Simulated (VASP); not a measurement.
Output of a VASP run:

**OUTCAR**
```
 ion  position               nearest neighbor table
   1  0.333  0.667  0.020-   3 2.76   4 2.79   4 2.79   4 2.79
   2  0.667  0.333  0.520-   4 2.76   3 2.79   3 2.79   3 2.79
   3  0.333  0.667  0.355-   1 2.76   2 2.79   2 2.79   2 2.79
   4  0.667  0.333  0.855-   2 2.76   1 2.79   1 2.79   1 2.79
  LATTYP: Found a hexagonal cell.
 ALAT       =     4.2181576509
 C/A-ratio  =     1.9503921175
 Subroutine PRICEL returns:
 Original cell was already a primitive cell.
 Subroutine GETGRP returns: Found 12 space group operations
The static configuration has the point symmetry C_3v.
 The point group associated with its full space group is C_6v.
The dynamic configuration has the point symmetry C_3v.
 Subroutine INISYM returns: Found 12 space group operations
 Subroutine IBZKPT returns following result:
 Found     36 irreducible k-points:

 Following reciprocal coordinates:
            Coordinates               Weight
  0.000000  0.000000  0.000000      1.000000
  0.111111  0.000000  0.000000      6.000000
  0.222222  0.000000  0.000000      6.000000
  0.333333  0.000000  0.000000      6.000000
  0.444444  0.000000  0.000000      6.000000
  0.111111  0.111111  0.000000      6.000000
  0.222222  0.111111  0.000000     12.000000
  0.333333  0.111111  0.000000     12.000000
  0.444444  0.111111  0.000000      6.000000
  0.222222  0.222222  0.000000      6.000000
  0.333333  0.222222  0.000000     12.000000
  0.333333  0.333333  0.000000      2.000000
  0.000000  0.000000  0.250000      2.000000
  0.111111  0.000000  0.250000     12.000000
  0.222222  0.000000  0.250000     12.000000
  0.333333  0.000000  0.250000     12.000000
  0.444444  0.000000  0.250000     12.000000
  0.111111  0.111111  0.250000     12.000000
  0.222222  0.111111  0.250000     24.000000
  0.333333  0.111111  0.250000     24.000000
  0.444444  0.111111  0.250000     12.000000
  0.222222  0.222222  0.250000     12.000000
  0.333333  0.222222  0.250000     24.000000
  0.333333  0.333333  0.250000      4.000000
  0.000000  0.000000  0.500000      1.000000
  0.111111  0.000000  0.500000      6.000000
  0.222222  0.000000  0.500000      6.000000
  0.333333  0.000000  0.500000      6.000000
  0.444444  0.000000  0.500000      6.000000
  0.111111  0.111111  0.500000      6.000000
  0.222222  0.111111  0.500000     12.000000
  0.333333  0.111111  0.500000     12.000000
  0.444444  0.111111  0.500000      6.000000
  0.222222  0.222222  0.500000      6.000000
  0.333333  0.222222  0.500000     12.000000
  0.333333  0.333333  0.500000      2.000000
   k-points           NKPTS =     36   k-points in BZ     NKDIM =     36   number of bands    NBANDS=     21
   number of dos      NEDOS =    601   number of ions     NIONS =      4
   total plane-waves  NPLWV =  42336
   dimension x,y,z NGX =    28 NGY =   28 NGZ =   54
   dimension x,y,z NGXF=    56 NGYF=   56 NGZF=  108
   ions per type =               2   2
   PREC   = accura    normal or accurate (medium, high low for compatibility)
   ISTART =      0    job   : 0-new  1-cont  2-samecut
   ICHARG =      2    charge: 1-file 2-atom 10-const
   ISPIN  =      1    spin polarized calculation?
   LNONCOLLINEAR =      F non collinear calculations
   LSORBIT =      F    spin-orbit coupling
   INIWAV =      1    electr: 0-lowe 1-rand  2-diag
   ENCUT  =  400.0 eV  29.40 Ry    5.42 a.u.   6.88  6.88 13.42*2*pi/ulx,y,z
   NELM   =    100;   NELMIN=  2; NELMDL= -5     # of ELM steps
   EDIFF  = 0.1E-06   stopping-criterion for ELM
   LREAL  =      F    real-space projection
   NLSPLINE    = F    spline interpolate recip. space projectors
   LMAXMIX     =    4 max onsite mixed and CHGCAR
   VOSKOWN=      0    Vosko Wilk Nusair interpolation
   EDIFFG = 0.1E-05   stopping-criterion for IOM
   NSW    =      0    number of steps for IOM
   NBLOCK =      1;   KBLOCK =      1    inner block; outer block
   IBRION =     -1    ionic relax: 0-MD 1-quasi-New 2-CG
...
```

### OSZICAR
```
       N       E                     dE             d eps       ncg     rms          rms(c)
DAV:   1     0.122596936540E+03    0.12260E+03   -0.14486E+04  1520   0.124E+03
DAV:   2    -0.657060770357E+02   -0.18830E+03   -0.18373E+03  1815   0.299E+02
DAV:   3    -0.832807145144E+02   -0.17575E+02   -0.17395E+02  2472   0.658E+01
DAV:   4    -0.849823903959E+02   -0.17017E+01   -0.16904E+01  2393   0.167E+01
DAV:   5    -0.850131639873E+02   -0.30774E-01   -0.30779E-01  2130   0.220E+00    0.354E+01
DAV:   6    -0.792104346470E+02    0.58027E+01   -0.73672E+00  2097   0.141E+01    0.243E+01
DAV:   7    -0.730708582735E+02    0.61396E+01   -0.43478E+00  2049   0.127E+01    0.343E+00
DAV:   8    -0.778153319982E+02   -0.47445E+01   -0.31246E+00  1706   0.109E+01    0.596E+00
DAV:   9    -0.750558798347E+02    0.27595E+01   -0.12239E+00  1817   0.684E+00    0.139E+00
DAV:  10    -0.751438135646E+02   -0.87934E-01   -0.22454E-01  1757   0.346E+00    0.894E-01
DAV:  11    -0.751434771785E+02    0.33639E-03   -0.32856E-02  1747   0.150E+00    0.697E-01
DAV:  12    -0.751410509350E+02    0.24262E-02   -0.75042E-03  1863   0.675E-01    0.553E-01
DAV:  13    -0.751474031750E+02   -0.63522E-02   -0.77423E-03  1697   0.635E-01    0.224E-01
DAV:  14    -0.751515792104E+02   -0.41760E-02   -0.19121E-03  2376   0.344E-01    0.198E-01
DAV:  15    -0.751515496768E+02    0.29534E-04   -0.97693E-04  2048   0.245E-01    0.678E-02
DAV:  16    -0.751524713463E+02   -0.92167E-03   -0.33293E-04  2167   0.119E-01    0.430E-02
DAV:  17    -0.751532787112E+02   -0.80736E-03   -0.11625E-03  1612   0.236E-01    0.137E-01
DAV:  18    -0.751532643106E+02    0.14401E-04   -0.11491E-04  2135   0.838E-02    0.116E-01
DAV:  19    -0.751533436084E+02   -0.79298E-04   -0.66177E-05  1722   0.566E-02    0.736E-02
DAV:  20    -0.751533899621E+02   -0.46354E-04   -0.68128E-05  1950   0.471E-02    0.272E-02
DAV:  21    -0.751534196543E+02   -0.29692E-04   -0.11321E-05  1787   0.280E-02    0.433E-03
DAV:  22    -0.751534001888E+02    0.19466E-04   -0.52362E-06  2055   0.148E-02    0.864E-03
DAV:  23    -0.751534139790E+02   -0.13790E-04   -0.17680E-06  1722   0.107E-02    0.207E-03
DAV:  24    -0.751534061940E+02    0.77851E-05   -0.34625E-07  1797   0.329E-03    0.332E-03
DAV:  25    -0.751534095599E+02   -0.33659E-05   -0.37257E-08  1091   0.167E-03    0.250E-03
DAV:  26    -0.751534077045E+02    0.18554E-05   -0.11137E-07  1096   0.248E-03    0.686E-04
DAV:  27    -0.751534095513E+02   -0.18468E-05   -0.33589E-08   936   0.116E-03    0.807E-04
DAV:  28    -0.751534093043E+02    0.24701E-06   -0.10273E-08   921   0.607E-04    0.842E-04
DAV:  29    -0.751534089577E+02    0.34661E-06   -0.39453E-09   921   0.436E-04    0.635E-04
DAV:  30    -0.751534088233E+02    0.13440E-06   -0.22691E-09   896   0.409E-04    0.290E-04
DAV:  31    -0.751534083194E+02    0.50391E-06   -0.15519E-09   891   0.337E-04    0.127E-04
DAV:  32    -0.751534081012E+02    0.21810E-06   -0.43911E-10   881   0.167E-04    0.750E-05
DAV:  33    -0.751534081122E+02   -0.10961E-07   -0.15805E-10   866   0.732E-05
   1 F= -.75153408E+02 E0= -.75153408E+02  d E =0.000000E+00
       N       E                     dE             ncg
       N       E                     dE             ncg
```

**OUTCAR**
```
------------------------ aborting loop because EDIFF is reached ----------------------------------------
  FORCE on cell =-STRESS in cart. coord.  units (eV):
  Direction    XX          YY          ZZ          XY          YZ          ZX
  --------------------------------------------------------------------------------------
  Total       -0.0474599     -0.0474599      0.1372178      0.0000000      0.0000000      0.0000000
  in kB       -0.5998144     -0.5998143      1.7342034      0.0000000      0.0000000      0.0000000
  external PRESSURE =       0.1781915 kB  Pullay stress =       0.0000000 kB
  volume of cell :      126.77
      direct lattice vectors                 reciprocal lattice vectors
     4.218157651  0.000000000  0.000000000     0.237070324  0.136872623  0.000000000
    -2.109078826  3.653031466  0.000000000     0.000000000  0.273745247  0.000000000
     0.000000000  0.000000000  8.227061433     0.000000000  0.000000000  0.121550083
 POSITION                                       TOTAL-FORCE (eV/Angst)
 -----------------------------------------------------------------------------------
     -0.00000      2.43536      0.16211         0.000000     -0.000000     -0.022780
      2.10908      1.21768      4.27564        -0.000000     -0.000000     -0.022780
     -0.00000      2.43536      2.92304         0.000000     -0.000000      0.022780
      2.10908      1.21768      7.03657        -0.000000      0.000000      0.022780
 -----------------------------------------------------------------------------------
    total drift:                               -0.001995      0.001152      0.008073
  FREE ENERGIE OF THE ION-ELECTRON SYSTEM (eV)
  ---------------------------------------------------
  free  energy   TOTEN  =       -75.1534081122 eV

  energy  without entropy=      -75.1534081122  energy(sigma->0) =      -75.15340811

 total charge

# of ion       s       p       d       f       tot
--------------------------------------------------
    1        2.162   6.303   0.948   0.038   9.451
    2        2.162   6.303   0.948   0.038   9.451
    3        1.430   2.532   0.030   0.000   3.992
    4        1.430   2.532   0.030   0.000   3.992
--------------------------------------------------
tot          7.185  17.669   1.955   0.076  26.886
```
(Selected blocks of OUTCAR.)

POSCAR:
```
YSe
1
    4.2181576509     0.0000000000    -0.0000000000
   -2.1090788255     3.6530314659     0.0000000000
   -0.0000000000    -0.0000000000     8.2270614328
Y Se
2 2
Direct
  0.3333330000   0.6666670000   0.0197039197
  0.6666670000   0.3333330000   0.5197039197
  0.3333330000   0.6666670000   0.3552960803
  0.6666670000   0.3333330000   0.8552960803
```

Problem. Reconstruct the remaining input files.

Solution. One answer among several that fit: the input of the run itself, r2SCAN meta-GGA, plane waves, VASP's PBE PAW potentials (set 64).

INCAR:
```
! general
SYSTEM  = YSe
PREC    = Accurate
ENCUT   = 400
LREAL   = F
LASPH   = T

! electronic loop
EDIFF   = 1E-7
NELM    = 100
ALGO    = Normal
LMAXMIX = 4
LMIXTAU = T

! smearing
ISMEAR  = -5

! functional
METAGGA = R2SCAN

! ions
ISIF    = 2

! output
LWAVE   = F
LCHARG  = F
LORBIT  = 11
NEDOS   = 601

! other
LEFG    = T
```

### KPOINTS_OPT
```
k-points along high-symmetry lines
6
Line-mode
Reciprocal
  0.000000   0.000000   0.000000 ! GAMMA
  0.500000  -0.000000   0.000000 ! M

  0.500000  -0.000000   0.000000 ! M
  0.333333   0.333333   0.000000 ! K

  0.333333   0.333333   0.000000 ! K
  0.000000   0.000000   0.000000 ! GAMMA

  0.000000   0.000000   0.000000 ! GAMMA
  0.000000   0.000000   0.500000 ! A

  0.000000   0.000000   0.500000 ! A
  0.500000  -0.000000   0.500000 ! L

  0.500000  -0.000000   0.500000 ! L
  0.333333   0.333333   0.500000 ! H

  0.333333   0.333333   0.500000 ! H
  0.000000   0.000000   0.500000 ! A

  0.500000  -0.000000   0.500000 ! L
  0.500000  -0.000000   0.000000 ! M

  0.333333   0.333333   0.500000 ! H
  0.333333   0.333333   0.000000 ! K
```

KPOINTS:
```
Automatic mesh
0
Gamma
9 9 4
0 0 0
```

POTCAR, in this order: Y_sv Se (PBE.64 set). Program: vasp_std.

For a metal the tetrahedron method with Blöchl corrections gives inexact stress and forces.

The structure was generated: YSe was put into the wurtzite type (P6_3mc), which need not be its known phase. It was relaxed first, which changed the volume by -31 %.
